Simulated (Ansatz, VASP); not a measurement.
# Cross-check of HfO2 between VASP and Ansatz

One calculation is typed for both programs; each brings its own data sets. How far apart do they land? The structure shown is the end of the Ansatz relaxation below.

Main program and level: Ansatz 0.2.0; plane waves, with VASP 6.6.1 beside it; single point at LDA.

## (1) Set-up

The structure is tetragonal, space group I4/mmm (No. 139). The conventional cell has a = 3.562 Å, b = 3.562 Å, c = 4.802 Å, α = 90.00°, β = 90.00°, γ = 90.00°. O has 4 Hf at 2.15 Å nearest. Hf has 8 O at 2.15 Å nearest. Farther neighbours and most contacts between anions are not listed.

As a file:

```cif
data_structure
_symmetry_space_group_name_H-M 'I4/mmm'
_symmetry_Int_Tables_number 139
_cell_length_a 3.5621
_cell_length_b 3.5621
_cell_length_c 4.8017
_cell_angle_alpha 90.000
_cell_angle_beta 90.000
_cell_angle_gamma 90.000
_cell_volume 60.93
loop_
_atom_site_label
_atom_site_type_symbol
_atom_site_symmetry_multiplicity
_atom_site_Wyckoff_symbol
_atom_site_fract_x
_atom_site_fract_y
_atom_site_fract_z
_atom_site_occupancy
O1 O 4 d 0.00000 0.50000 0.25000 1
Hf1 Hf 2 a 0.00000 0.00000 0.00000 1
```

## (2) Ansatz: relaxation, LDA

Ansatz runs on its PAW soft_1 files.

This run makes the geometry at which the two programs are then compared.

Input file input.yaml:

```yaml
crystal:
  lattice:
    - [0.0, 2.5140572515, 2.4008315992]
    - [2.5140572515, 0.0, 2.4008315992]
    - [2.5140572515, 2.5140572515, 0.0]
  atoms:
    - { symbol: O, position: [0.25, 0.25, 0.25] }
    - { symbol: O, position: [0.75, 0.75, 0.75] }
    - { symbol: Hf, position: [0.0, 0.0, 0.0] }
  conventional_axes: [[-1, 1, 1], [1, -1, 1], [1, 1, -1]]
kpoints:
  mp_grid: { grid: [8, 8, 8] }
hamiltonian:
  xc: lda
  pseudopotentials: { kind: paw, azcp: { folder: soft_1 }, xc_functional: pbe }
scf:
  occupations: { method: fixed }
output:
  forces: true
  stress: true
  eigenvalues: true
relax:
  adjacent_minimum: "off"
  f_tol: 0.001
  max_steps: 60
  cell: { stress_tol: 0.01, fix: [c, angles] }
```

Started as:

```sh
$ ansatz run input.yaml --threads 8 --pin off --max-ram 20480MiB --backend cpu --events-out ev --progress --plain --runs-dir out
```

Numbers of over 12 decimals in the logs are rounded to 6 here.

Output:

```text
Engine: ansatz 0.2.0, aarch64-unknown-linux-gnu
Pseudopotentials: kind: paw
Pseudopotential: O, paw, valence charge 6, recommended cutoff 420 eV (normal), soft_1/O.paw.azcp
Pseudopotential: Hf, paw, valence charge 26, recommended cutoff 420 eV (normal), soft_1/Hf.paw.azcp
Functional definition: SPW92
  exchange = slater_x
  correlation = pw_c
Crystal: 3 atoms, lattice volume = 30.349 Å³
Basis set: ecut = 420 eV, 585 PW (Γ)
Bands: 23, of which v1, the nominal top of the filled ones, is band 19 counted from 1 (18 counted from 0)
Symmetry: 16 space group operations
Space group: I4/mmm (ITA 139), of the structure as read, at distance tolerance 3.1e-5 Å
k-points: 59 of 512
Non-local potential: O, projectors of the file, l = 0: 2, l = 1: 2, l = 2: 1
Non-local potential: Hf, projectors of the file, l = 0: 3, l = 1: 2, l = 2: 2, l = 3: 3
PAW form: soft (Blöchl's): semilocal exchange-correlation on the pseudo side does not see the compensation charge
PAW frozen core: O, regenerated for the run's functional, and the local potential with it (the file was generated under x = pbe(κ = 0.804, μ = 0.219515), c = pbe(β = 0.066725))
PAW frozen core: Hf, regenerated for the run's functional, and the local potential with it (the file was generated under x = pbe(κ = 0.804, μ = 0.219515), c = pbe(β = 0.066725))
PAW one-centre angular grid: O, 110 points (default); XC on 64 Gauss nodes
PAW one-centre angular grid: Hf, 590 points (default); XC on 64 Gauss nodes
Initial density: superposition of atomic densities (chi_scale 0.1, normalization cell, long waves kept (reshape's long-wave potential 0.00 eV rms))
Initial wavefunctions: pseudopotential atomic-orbital guess
Functional: x = slater, c = lda
SCF iter   1: F=—  HF=-16594.232412 eV  |F-HF|=—  |Δ(HF+E_count)|=         —  Δρ=9.11e-2  dr2=1.95e0  ethr=3.10e-3  ⟨swp⟩=4.0  Hψ=4526  notcnv=0  defer=109
preconditioner: auto → none  [insulator: Δε(μ)=2.575 eV  Ē_g=19.572 eV  n_scr=14 (ndim 8)  ℏωp=40.4 eV  f_vac=0.000  ε∞_Penn≈5.3]
SCF iter   2: F=—  HF=-16593.616755 eV  |F-HF|=—  |Δ(HF+E_count)|=   6.16e-1  Δρ=3.47e-2  dr2=2.95e-1  ethr=3.10e-3  ⟨swp⟩=2.2  Hψ=3172  notcnv=0  defer=104
SCF iter   3: F=—  HF=-16593.548970 eV  |F-HF|=—  |Δ(HF+E_count)|=   6.78e-2  Δρ=2.56e-2  dr2=1.12e-1  ethr=7.75e-4  ⟨swp⟩=2.0  Hψ=2361  notcnv=0  defer=118
SCF iter   4: F=—  HF=-16593.524122 eV  |F-HF|=—  |Δ(HF+E_count)|=   2.48e-2  Δρ=5.53e-3  dr2=4.57e-3  ethr=2.95e-4  ⟨swp⟩=2.6  Hψ=2759  notcnv=0  defer=118
SCF iter   5: F=—  HF=-16593.526238 eV  |F-HF|=—  |Δ(HF+E_count)|=   2.12e-3  Δρ=2.68e-3  dr2=7.05e-4  ethr=1.20e-5  ⟨swp⟩=2.0  Hψ=2733  notcnv=0  defer=118
SCF iter   6: F=—  HF=-16593.526571 eV  |F-HF|=—  |Δ(HF+E_count)|=   3.33e-4  Δρ=2.26e-4  dr2=4.67e-6  ethr=1.85e-6  ⟨swp⟩=2.0  Hψ=2220  notcnv=0  defer=116
SCF iter   7: F=—  HF=-16593.526575 eV  |F-HF|=—  |Δ(HF+E_count)|=   3.13e-6  Δρ=1.18e-5  dr2=1.82e-8  ethr=2.63e-10  ⟨swp⟩=6.6  Hψ=8793  notcnv=0
SCF iter   8: F=-16593.526575 eV  HF=-16593.526575 eV  |F-HF|=1.89e-10  |Δ(HF+E_count)|=   1.97e-8  Δρ=1.62e-6  dr2=3.20e-10  ethr=4.78e-11  ⟨swp⟩=5.0  Hψ=5393  notcnv=0
SCF 1 converged in 8 iterations: F = -16593.526575 eV  dr2 = 3.20e-10
  greatest PAW one-centre occupation: 0.999 electrons in one spin orbital (limit 2), on the Hf atom at site 2 (counted from 0), in its partial waves of l = 3
relax step   1: F+E_penalty+E_count = -16593.52657450 eV  Δ(F+E_penalty+E_count) = +0.000e0 eV  max|allowed force component| = 6.144e-19 eV/Å  Δτ_max = 0.0000 Å  P = +9.222 GPa  Ω = 30.349 Å³  fix = [c, alpha, beta, gamma]  reactions: c +24.749 GPa  (8 SCF iters, dr2 threshold 1.00e-7 eV, accepted)
[...]
relax step   3: F+E_penalty+E_count = -16593.52648749 eV  Δ(F+E_penalty+E_count) = -1.712e-4 eV  max|allowed force component| = 1.735e-18 eV/Å  Δτ_max = 0.0000 Å  P = +8.035 GPa  Ω = 30.460 Å³  energy of the carried Pulay correction = -5.886e-4 eV  fix = [c, alpha, beta, gamma]  reactions: c +24.115 GPa  (3 SCF iters, dr2 threshold 3.00e-7 eV, accepted)
[...]
relax step   4: F+E_penalty+E_count = -16593.52706473 eV  Δ(F+E_penalty+E_count) = -5.772e-4 eV  max|allowed force component| = 1.735e-18 eV/Å  Δτ_max = 0.0000 Å  P = +8.074 GPa  Ω = 30.460 Å³  fix = [c, alpha, beta, gamma]  reactions: c +24.143 GPa  stress off target by 4.02e-2 GPa on what of the cell is left free  SCF on the basis re-selected at this cell (its energy is not comparable with the rows above)  (7 SCF iters)
[...]
relax step   5: F+E_penalty+E_count = -16593.52704856 eV  Δ(F+E_penalty+E_count) = +1.617e-5 eV  max|allowed force component| = 1.156e-18 eV/Å  Δτ_max = 0.0000 Å  P = +8.042 GPa  Ω = 30.463 Å³  energy of the carried Pulay correction = -1.656e-5 eV  fix = [c, alpha, beta, gamma]  reactions: c +24.126 GPa  (3 SCF iters, dr2 threshold 4.04e-9 eV, accepted)
[...]
relax step   6: F+E_penalty+E_count = -16593.52706966 eV  Δ(F+E_penalty+E_count) = -2.110e-5 eV  max|allowed force component| = 1.156e-18 eV/Å  Δτ_max = 0.0000 Å  P = +8.043 GPa  Ω = 30.463 Å³  fix = [c, alpha, beta, gamma]  reactions: c +24.126 GPa  stress off target by 9.31e-4 GPa on what of the cell is left free  SCF on the basis re-selected at this cell (its energy is not comparable with the rows above)  (5 SCF iters)
basis re-selected at this cell: Δ(F+E_penalty+E_count) = -2.110e-5 eV, ΔP = +0.000 GPa vs the last step (what re-selecting the basis moved, of the pressure what is left beyond the Pulay correction that the steps carried, after the strain that the cell walked since its last selection, with what the two solves' SCF thresholds leave and, on support functions, any second-order correction that the steps lacked; it is no m [...]
SCF converged after 5 iterations
Free energy (F): -16593.527070 eV
Harris-Foulkes:  -16593.527070 eV  (|F-HF|=7.28e-12)
Internal energy: -16593.527070 eV  (E = F + TS)
E sigma→0 (E₀):  -16593.527070 eV
Fermi energy:    16.156543 eV
--- Per-component energies (eV) ---
  E_band       = 46.603154
  E_kinetic    = 746.592176
  E_local      = -6791.245914  (includes V_loc(G=0)·N_el)
  E_nonlocal   = 187.984618
  E_hartree    = 3251.634783
  E_xc         = -406.623503
  E_vxc        = -437.972884  (∫ρ·V_xc dr)
  E_paw        = -7762.102163  (= ΣΔE_a)
  E_vpaw       = -162.026013  (= ΣTr[D̂ρ^β])
  E_aug_tail   = 0.001618  (compensation charges beyond the density's cutoff)
  E_ewald      = -5822.419615
  E_core_change = 2.650931  (= ΣΔE_core)
  E_smearing   = -0.000000  (= −TS)
  E_closure    = 0.000000  (closes the sum)
  Σ components = -16593.527070   (vs F -16593.527070, Δ=0.00e0)
--- Forces (eV/Å), atoms counted from 1 ---
  atom   1  O     -0.00000000     0.00000000     0.00000000
  atom   2  O     -0.00000000    -0.00000000     0.00000000
  atom   3  Hf    -0.00000000    -0.00000000     0.00000000
  max |Σ_I F_I| component: 1.73e-18 eV/Å
--- Stress (GPa, compression-positive) ---
        0.000931       0.000000       0.000000
        0.000000       0.000931       0.000000
        0.000000       0.000000      24.126009
  P = ⅓ Tr σ = 8.0426 GPa (80.426 kbar)
--- Band table (eV; the first three rows and the last of 59) ---
  k-point 0: bands = [... 15 lower, 9.9091, 14.8933, 14.8933, 15.5773, 19.2856, 19.7171, 22.0405, 26.9090]
  k-point 1: bands = [... 15 lower, 10.3938, 14.4790, 14.5807, 15.1777, 19.6725, 20.0431, 22.6040, 26.1068]
  k-point 2: bands = [... 15 lower, 11.5226, 13.6303, 14.0690, 14.4563, 20.3017, 20.4587, 23.0853, 25.5364]
  k-point 58: bands = [... 15 lower, 12.0837, 13.8845, 13.8845, 16.1565, 19.4619, 21.4137, 23.4787, 24.6326]
--- Relaxed structure (4 steps of the walk, 4 accepted, 2 SCFs on fresh bases) ---
  F+E_penalty+E_count = -16593.52706966 eV   max|allowed force component| = 1.156e-18 eV/Å   (the final SCF, on the basis selected at the relaxed cell)
  cell:  # Å, volume = 30.4627 Å³
    - [0.0, 2.518771, 2.4008315992]
    - [2.518771, 0.0, 2.4008315992]
    - [2.518771, 2.518771, 0.0]
  atoms:
    - { symbol: O, position: [0.25, 0.25, 0.25] }
    - { symbol: O, position: [0.75, 0.75, 0.75] }
    - { symbol: Hf, position: [0, 0, 0] }
```

The column dr2 measures how far the density is from self-consistency, as an energy; F and HF (Harris–Foulkes) agree once it is small.

## (3) VASP: single point, LDA, pair 1

The same cell, functional (in two slightly different forms) and mesh now go to VASP, with its own data sets.

Lines of VASP's logs that name or quote its potential files are left out, and so is its time.

Input file INCAR:

```
SYSTEM = HfO2
PREC = Accurate
ENCUT = 600
EDIFF = 1E-06
NELM = 120
ISMEAR = 0
SIGMA = 0.01
LREAL = .FALSE.
ALGO = Normal
GGA = CA
NBANDS = 17
LASPH = .TRUE.
LORBIT = 11
LWAVE = .FALSE.
LCHARG = .FALSE.
ISIF = 2
GGA_COMPAT = .FALSE.
EFERMI = MIDGAP
KPAR = 2
```

Input file POSCAR:

```
HfO2
1.0
    0.0000000000      2.5187705729      2.4008315992
    2.5187705729      0.0000000000      2.4008315992
    2.5187705729      2.5187705729      0.0000000000
O Hf
2 1
Direct
    0.2500000000      0.2500000000      0.2500000000
    0.7500000000      0.7500000000      0.7500000000
    0.0000000000      0.0000000000      0.0000000000
```

Input file KPOINTS:

```
Automatic mesh
0
Gamma
8 8 8
0 0 0
```

Potentials, in the order of the species: O and Hf_pv (LDA family, release 64).

Started as:

```sh
$ mpirun -np 2 vasp_std
```

Output:

```text
[banner, memory and clock lines left out]
running    2 mpi-ranks, on    1 nodes
 distrk:  each k-point on    1 cores,    2 groups
 distr:  one band on    1 cores,    1 groups

 POSCAR found type information on POSCAR O Hf
 POSCAR found :  2 types and       3 ions
 LDA part: xc-table for (Slater(with rela. corr.)+CA(PZ))
 , standard interpolation
 POSCAR, INCAR and KPOINTS ok, starting setup
 FFT: planning ... GRIDC
 FFT: planning ... GRID_SOFT
 FFT: planning ... GRID
 WAVECAR not read
 entering main loop
       N       E                     dE             d eps       ncg     rms          rms(c)
DAV:   1     0.986857733885E+02    0.98686E+02   -0.13971E+04  2006   0.145E+03
DAV:   2    -0.347308921525E+02   -0.13342E+03   -0.12972E+03  2632   0.315E+02
DAV:   3    -0.385664459039E+02   -0.38356E+01   -0.38260E+01  2404   0.490E+01
DAV:   4    -0.385870451191E+02   -0.20599E-01   -0.20595E-01  2579   0.390E+00
DAV:   5    -0.385871707859E+02   -0.12567E-03   -0.12566E-03  2419   0.283E-01    0.570E+01
DAV:   6    -0.331973269965E+02    0.53898E+01   -0.21828E+01  2045   0.343E+01    0.476E+01
DAV:   7    -0.330547140626E+02    0.14261E+00   -0.68135E-01  2279   0.717E+00    0.308E+01
DAV:   8    -0.330091971080E+02    0.45517E-01   -0.18527E-01  2077   0.410E+00    0.779E+00
DAV:   9    -0.329960817756E+02    0.13115E-01   -0.37601E-02  2130   0.169E+00    0.245E+00
DAV:  10    -0.329957491155E+02    0.33266E-03   -0.21029E-03  2483   0.360E-01    0.826E-02
DAV:  11    -0.329957452782E+02    0.38374E-05   -0.11766E-04  2382   0.898E-02    0.480E-02
DAV:  12    -0.329957459703E+02   -0.69211E-06   -0.52621E-06  2577   0.183E-02
   1 F= -.32995746E+02 E0= -.32995746E+02  d E =0.000000E+00
```

OUTCAR, selected parts (step 3):

```text
ion  position               nearest neighbor table
   1  0.250  0.250  0.250-   3 2.15   3 2.15   3 2.15   3 2.15
   2  0.750  0.750  0.750-   3 2.15   3 2.15   3 2.15   3 2.15
   3  0.000  0.000  0.000-   2 2.15   2 2.15   2 2.15   1 2.15   2 2.15   1 2.15   1 2.15   1 2.15

  LATTYP: Found a body centered tetragonal cell.
 ALAT       =     3.5620795047
 C/A-ratio  =     1.3479943926

 Subroutine GETGRP returns: Found 16 space group operations
 (whereof 16 operations were pure point group operations)

The static configuration has the point symmetry D_4h.

 Found     59 irreducible k-points:

   k-points           NKPTS =     59   k-points in BZ     NKDIM =     59   number of bands    NBANDS=     17

   dimension x,y,z NGX =    28 NGY =   28 NGZ =   28
   dimension x,y,z NGXF=    56 NGYF=   56 NGZF=   56

   ENCUT  =  600.0 eV  44.10 Ry    6.64 a.u.   6.95  6.95  7.11*2*pi/ulx,y,z

   NELECT =      22.0000    total number of electrons

 k-points in reciprocal lattice and weights: Automatic mesh
   0.00000000  0.00000000  0.00000000       0.002
   0.12500000  0.00000000  0.00000000       0.016
   0.25000000  0.00000000  0.00000000       0.016
   0.37500000  0.00000000  0.00000000       0.016
   0.50000000  0.00000000  0.00000000       0.008
   0.12500000  0.12500000  0.00000000       0.004
   0.25000000  0.12500000  0.00000000       0.016
   0.37500000  0.12500000  0.00000000       0.016
   0.50000000  0.12500000  0.00000000       0.016
[...]
-0.37500000  0.12500000  0.50000000       0.008
  -0.25000000  0.25000000  0.50000000       0.004

 average (electrostatic) potential at core
       1 -70.0964       2 -70.0964       3 -36.7280

 E-fermi :   6.6355

 k-point     1 :       0.0000    0.0000    0.0000
  band No.  band energies     occupation
    ...
      7      -1.1267      2.00000
      8      -1.1267      2.00000
      9       3.8008      2.00000
     10       3.8008      2.00000
     11       4.4989      2.00000
     12       8.2038      0.00000
     13       8.6378      0.00000
     14      11.0323      0.00000
     15      15.8406      0.00000
     16      15.8406      0.00000
    ...

 k-point     2 :       0.1250    0.0000    0.0000
  band No.  band energies     occupation
    ...
      7      -0.9723      2.00000
      8      -0.6672      2.00000
      9       3.3936      2.00000
     10       3.4940      2.00000
     11       4.1011      2.00000
     12       8.5930      0.00000
     13       8.9659      0.00000
     14      11.5964      0.00000
     15      15.0386      0.00000
     16      15.5281      0.00000
    ...

 k-point     3 :       0.2500    0.0000    0.0000
  band No.  band energies     occupation
    ...
      7      -0.5699      2.00000
      8       0.4297      2.00000
      9       2.5670      2.00000
     10       2.9901      2.00000
     11       3.3815      2.00000
     12       9.2275      0.00000
     13       9.3851      0.00000
     14      12.0489      0.00000
     15      14.4908      0.00000
     16      14.9895      0.00000
    ...

  Total       -0.7585780     -0.7585780      3.9195303      0.0000000     -0.0000000      0.0000000
  in kB      -39.8971518    -39.8971518    206.1463720      0.0000000     -0.0000000      0.0000000
  external PRESSURE =      42.1173561 kB  Pullay stress =       0.0000000 kB

  energy-cutoff  :      600.00
  volume of cell :       30.46
      direct lattice vectors                 reciprocal lattice vectors
     0.000000000  2.518770573  2.400831599    -0.198509545  0.198509545  0.208261171
     2.518770573  0.000000000  2.400831599     0.198509545 -0.198509545  0.208261171
     2.518770573  2.518770573  0.000000000     0.198509545  0.198509545 -0.208261171

 POSITION                                       TOTAL-FORCE (eV/Angst)
 -----------------------------------------------------------------------------------
      1.25939      1.25939      1.20042         0.000000      0.000000      0.000000
      3.77816      3.77816      3.60125        -0.000000     -0.000000     -0.000000
      0.00000      0.00000      0.00000        -0.000000     -0.000000     -0.000000
 -----------------------------------------------------------------------------------
    total drift:                                0.000000      0.000000      0.000000

  FREE ENERGIE OF THE ION-ELECTRON SYSTEM (eV)
  ---------------------------------------------------
  free  energy   TOTEN  =       -32.9957459703 eV

  energy  without entropy=      -32.9957459703  energy(sigma->0) =      -32.99574597

 total charge
# of ion       s       p       d       tot
------------------------------------------
    1        1.550   3.573   0.000   5.123
    2        1.550   3.573   0.000   5.123
    3        0.315   6.672   1.509   8.496
--------------------------------------------------
tot          3.416  13.817   1.509  18.742

[... 3 further parts left out ...]
```

The run ends at a pressure of 4.21 GPa.

## (4) Side by side

Known differences besides the potentials themselves: the two LDA forms differ slightly; fixed occupations in Ansatz, narrow Gaussian smearing in VASP; the data sets hold 38 valence electrons in Ansatz (on its PAW soft_1 files) and 22 in VASP; the cutoff is 420 eV in Ansatz and 600 eV in VASP; VASP's log shows a relativistic correction to its local exchange, Ansatz's none; Ansatz's pressure holds a Pulay correction, VASP's none. Total energies have different zeros and are not compared.

The two programs side by side:

```csv
quantity,Ansatz,VASP,difference
pressure (GPa),8.04,4.21,+3.83
gap on the k mesh (eV),3.129,3.136,-0.007
```

A gap on the mesh is an upper bound, since the band edges may lie between its points; neither run holds spin-orbit coupling, which can move the band edges of a compound of Hf.

## (5) Ansatz: relaxation, LDA

This run makes the geometry at which the two programs are then compared. The cell compared in this pair holds 31.07 Å³, against 30.46 Å³ for the pair before.

The structure compared here is the end of the Ansatz relaxation.

input.yaml: that of step 2 with these lines changed.

```diff
@@ -2,5 +2,5 @@
   lattice:
-    - [0.0, 2.5140572515, 2.4008315992]
-    - [2.5140572515, 0.0, 2.4008315992]
-    - [2.5140572515, 2.5140572515, 0.0]
+    - [0.0, 2.5008662492, 2.4758575867]
+    - [2.5008662492, 0.0, 2.4758575867]
+    - [2.5008662492, 2.5008662492, 0.0]
   atoms:
```

Started as:

```sh
$ ansatz run input.yaml --threads 8 --pin off --max-ram 20480MiB --backend cpu --events-out ev --progress --plain --runs-dir out
```

Output:

```text
[...]
Crystal: 3 atoms, lattice volume = 30.970 Å³
Basis set: ecut = 420 eV, 609 PW (Γ)
Bands: 23, of which v1, the nominal top of the filled ones, is band 19 counted from 1 (18 counted from 0)
Symmetry: 16 space group operations
[...]
k-points: 59 of 512
[...]
k-point 58: bands = [... 15 lower, 11.7384, 13.6137, 13.6137, 15.4460, 19.0337, 20.9128, 22.4967, 23.8949]
--- Relaxed structure (4 steps of the walk, 4 accepted, 2 SCFs on fresh bases) ---
[...]
cell:  # Å, volume = 31.0745 Å³
    - [0.0, 2.505096, 2.4758575867]
    - [2.505096, 0, 2.4758575867]
    - [2.505096, 2.505096, 0]
  atoms:
    - { symbol: O, position: [0.25, 0.25, 0.25] }
    - { symbol: O, position: [0.750000, 0.750000, 0.750000] }
    - { symbol: Hf, position: [0, 0, 0] }
[key lines of the parts left out:]
SCF converged after 5 iterations
Free energy (F): -16593.614565 eV
Fermi energy:    15.446033 eV
P = ⅓ Tr σ = 1.9183 GPa (19.183 kbar)
```

[end of part 1 of 2]

[Lines on the potential files, build, host, timing and source positions are cut from VASP's logs without a mark.]

[Logs are printed without paths, hosts, clocks, repeated set-up lines and the standing remarks that a program may print on its own settings, such as how far it seeks lower states.]

[Hosts, paths, dates, database ids (printed as entryN), source tags and the programs' standing remarks are cut or masked in the printed files.]
